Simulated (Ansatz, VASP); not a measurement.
# Two plane-wave programs on Ta3AsAu2O13

File INCAR:

```
PREC     = Accurate       # precision mode
ENCUT    = 520            # plane-wave cutoff, eV
EDIFF    = 1E-7           # SCF threshold, eV
ISMEAR   = -1             # smearing method
SIGMA    = 0.05           # smearing width, eV
LREAL    = F              # projectors in reciprocal space
LASPH    = T              # aspherical terms in the spheres
NELM     = 80             # most SCF steps
ALGO     = Normal         # electronic algorithm
ISIF     = 2              # what is computed and relaxed
LWAVE    = F              # write WAVECAR
LCHARG   = F              # write CHGCAR
GGA      = PE             # functional
NBANDS   = 84             # bands
KPAR     = 4
```

Contents of KPOINTS:

```
Automatic mesh
0
Gamma
  4 4 4
```

The input POSCAR:

```
Ta3AsAu2O13
1.0
    5.3451876719      3.0860417374      4.2239806278
   -5.3451876719      3.0860417374      4.2239806278
    0.0000000000     -6.1720936709      4.2239806278
Ta As Au O
3 1 2 13
Direct
    0.2310800000      0.5722900000      0.2310800000
    0.2310800000      0.2310800000      0.5722900000
    0.5722900000      0.2310800000      0.2310800000
    0.5587800000      0.5587800000      0.5587800000
    0.9655900000      0.9655900000      0.9655900000
    0.7510500000      0.7510500000      0.7510500000
    0.4088400000      0.6676200000      0.4088400000
    0.4088400000      0.4088400000      0.6676200000
    0.6676200000      0.4088400000      0.4088400000
    0.4972600000      0.0131300000      0.3602400000
    0.3602400000      0.4972600000      0.0131300000
    0.0131300000      0.3602400000      0.4972600000
    0.3602400000      0.0131300000      0.4972600000
    0.0131300000      0.4972600000      0.3602400000
    0.4972600000      0.3602400000      0.0131300000
    0.1096300000      0.7480600000      0.1096300000
    0.1096300000      0.1096300000      0.7480600000
    0.7480600000      0.1096300000      0.1096300000
    0.3084000000      0.3084000000      0.3084000000
```

input.yaml

```yaml
crystal:
  lattice:
    - [5.3451876719, 3.0860417374, 4.2239806278]
    - [-5.3451876719, 3.0860417374, 4.2239806278]
    - [0.0, -6.1720936709, 4.2239806278]
  atoms:
    - { symbol: Ta, position: [0.23108, 0.57229, 0.23108] }
    - { symbol: Ta, position: [0.23108, 0.23108, 0.57229] }
    - { symbol: Ta, position: [0.57229, 0.23108, 0.23108] }
    - { symbol: As, position: [0.55878, 0.55878, 0.55878] }
    - { symbol: Au, position: [0.96559, 0.96559, 0.96559] }
    - { symbol: Au, position: [0.75105, 0.75105, 0.75105] }
    - { symbol: O, position: [0.40884, 0.66762, 0.40884] }
    - { symbol: O, position: [0.40884, 0.40884, 0.66762] }
    - { symbol: O, position: [0.66762, 0.40884, 0.40884] }
    - { symbol: O, position: [0.49726, 0.01313, 0.36024] }
    - { symbol: O, position: [0.36024, 0.49726, 0.01313] }
    - { symbol: O, position: [0.01313, 0.36024, 0.49726] }
    - { symbol: O, position: [0.36024, 0.01313, 0.49726] }
    - { symbol: O, position: [0.01313, 0.49726, 0.36024] }
    - { symbol: O, position: [0.49726, 0.36024, 0.01313] }
    - { symbol: O, position: [0.10963, 0.74806, 0.10963] }
    - { symbol: O, position: [0.10963, 0.10963, 0.74806] }
    - { symbol: O, position: [0.74806, 0.10963, 0.10963] }
    - { symbol: O, position: [0.3084, 0.3084, 0.3084] }
hamiltonian:
  xc: pbe
  pseudopotentials: { kind: paw }
kpoints:
  mp_grid: { grid: [4, 4, 4] }
scf:
  occupations: { method: fermi_dirac, width: 0.05 }
output:
  forces: true
  stress: true
  eigenvalues: true
```

Change from the starting cell: volume scaled by 1.06.

Alike in both runs: task single point; functional PBE; k mesh 4 × 4 × 4; occupations fermi-dirac, width 0.05 eV; no spin polarisation.

|  | VASP | Ansatz |
| --- | --- | --- |
| version | VASP 6.6.1 | Ansatz 0.2.0 |
| potentials or method | VASP PAW PBE potentials, release 64 (Ta_pv, As, Au, O) | Ansatz PAW |
| plane-wave cutoff (eV) | 520 | 420 |
| valence electrons in the cell | 138 | 170 |

Ansatz gave:

| Item | Value |
| --- | --- |
| gap on the k mesh at the Fermi level (eV) | 0.91 |
| least direct gap on the mesh (eV) | 0.92 |
| pressure (GPa) | -5.3 |
| largest component of the traceless stress (GPa) | 1.43 |
| rms of the force components (eV/Å) | 0.402 |

Task: Which values does VASP return?

Result: gap on the k mesh at the Fermi level (eV): 0.89; least direct gap on the mesh (eV): 0.90; pressure (GPa): -4.9; largest component of the traceless stress (GPa): 1.20; rms of the force components (eV/Å): 0.342.

Atom by atom the forces differ by 0.081 eV/Å (rms over components). The two sets of potentials don't hold the same shells in valence.

Caveats: spin-orbit coupling is left out, which moves the levels of the heavy elements; the pressure holds a Pulay correction of +0.4 GPa for the finite cutoff (Ansatz); forces of over 1 eV/Å show positions far from the minimum, so gaps and moduli don't describe the material at rest (Ansatz). A k mesh can miss the band edges.
